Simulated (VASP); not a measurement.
Level of theory: PBE GGA with D3 dispersion (Becke-Johnson damping), VASP's PBE PAW potentials (set 64) (plane waves; VASP).

VASP ran on this input.

POSCAR:
```
SnSe2
1.0
  1.9217098713  -3.3284993515   0.0000000000
  1.9217098713   3.3284993515   0.0000000000
  0.0000000000   0.0000000000   6.0015205997
Sn Se
1 2
Direct
  0.0000000000   0.0000000000   0.0000000000
  0.3333330000   0.6666670000   0.2654915408
  0.6666670000   0.3333330000   0.7345084592
```

**KPOINTS**
```
k-points along high-symmetry lines
10
Line-mode
Reciprocal
  0.000000   0.000000   0.000000 ! GAMMA
  0.500000  -0.000000   0.000000 ! M

  0.500000  -0.000000   0.000000 ! M
  0.333333   0.333333   0.000000 ! K

  0.333333   0.333333   0.000000 ! K
  0.000000   0.000000   0.000000 ! GAMMA

  0.000000   0.000000   0.000000 ! GAMMA
  0.000000   0.000000   0.500000 ! A

  0.000000   0.000000   0.500000 ! A
  0.500000  -0.000000   0.500000 ! L

  0.500000  -0.000000   0.500000 ! L
  0.333333   0.333333   0.500000 ! H

  0.333333   0.333333   0.500000 ! H
  0.000000   0.000000   0.500000 ! A

  0.500000  -0.000000   0.500000 ! L
  0.500000  -0.000000   0.000000 ! M

  0.333333   0.333333   0.500000 ! H
  0.333333   0.333333   0.000000 ! K
```

### INCAR
```
SYSTEM = SnSe2
PREC = Accurate
ENCUT = 520
EDIFF = 1E-7
NELM = 100
ALGO = Normal
LREAL = .FALSE.
LASPH = .TRUE.
ISMEAR = 0
SIGMA = 0.05
GGA = PE
IVDW = 12
LMAXMIX = 4
LWAVE = .FALSE.
LCHARG = .FALSE.
LORBIT = 11
ICHARG = 11
```

POTCAR, in this order: Sn_d Se (PBE.64 set). Program: vasp_std. Read from the step before: CHGCAR.

The run wrote:

**OSZICAR**
```
       N       E                     dE             d eps       ncg     rms          rms(c)
DAV:   1     0.195847555140E+03    0.19585E+03   -0.12628E+04  3079   0.176E+03
DAV:   2     0.107012500472E+02   -0.18515E+03   -0.18174E+03  3326   0.396E+02
DAV:   3    -0.998594646305E+01   -0.20687E+02   -0.20058E+02  3795   0.120E+02
DAV:   4    -0.107369617241E+02   -0.75102E+00   -0.74778E+00  3681   0.230E+01
DAV:   5    -0.107538830148E+02   -0.16921E-01   -0.16913E-01  4522   0.365E+00
DAV:   6    -0.107541257206E+02   -0.24271E-03   -0.24270E-03  3881   0.339E-01
DAV:   7    -0.107541329277E+02   -0.72070E-05   -0.72072E-05  4582   0.550E-02
DAV:   8    -0.107541329781E+02   -0.50383E-07   -0.50054E-07  3924   0.490E-03
   1 F= -.11845303E+02 E0= -.11845303E+02  d E =-.315070E-10
```

### OUTCAR
```
 val. band max:        4.4551090730   @ k =   0.0741   0.0741   0.0000

 cond. band min:       4.8651005483   @ k =   0.5000   0.0000   0.3333



 k-point     1 :       0.0000    0.0000    0.0000
  band No.  band energies     occupation
      1     -16.9793      2.00000
      2     -16.9793      2.00000
      3     -16.9461      2.00000
      4     -16.9347      2.00000
      5     -16.9347      2.00000
      6      -9.5101      2.00000
      7      -7.8068      2.00000
      8      -2.0639      2.00000
      9       3.6941      2.00000
     10       3.6942      2.00000
     11       3.8569      2.00000
     12       3.8569      2.00000
     13       4.3156      2.00000
     14       5.1046      0.00000
     15       7.3261      0.00000
     16       8.8941      0.00000
     17       8.8941      0.00000

 k-point     2 :       0.0556    0.0000    0.0000
  band No.  band energies     occupation
      1     -16.9804      2.00000
      2     -16.9782      2.00000
      3     -16.9453      2.00000
      4     -16.9355      2.00000
      5     -16.9347      2.00000
      6      -9.4807      2.00000
      7      -7.7886      2.00000
      8      -2.0512      2.00000
      9       3.1980      2.00000
     10       3.4836      2.00000
     11       3.6984      2.00000
     12       4.0053      2.00000
     13       4.3838      2.00000
     14       5.4664      0.00000
     15       7.5140      0.00000
     16       8.7573      0.00000
     17       8.9431      0.00000

 k-point     3 :       0.1111    0.0000    0.0000
  band No.  band energies     occupation
      1     -16.9839      2.00000
      2     -16.9751      2.00000
      3     -16.9431      2.00000
      4     -16.9375      2.00000
      5     -16.9344      2.00000
      6      -9.3933      2.00000
      7      -7.7362      2.00000
      8      -2.0187      2.00000
      9       2.4225      2.00000
     10       3.1748      2.00000
     11       3.2398      2.00000
     12       4.1388      2.00000
...
```

The density is held fixed in this step, so its total energy and stress have no physical meaning. Unless said otherwise, spin-orbit coupling is left out, though it shifts the bands of the heavy elements here.

The compound is SnSe2 in the 1T layered structure. It was relaxed first.
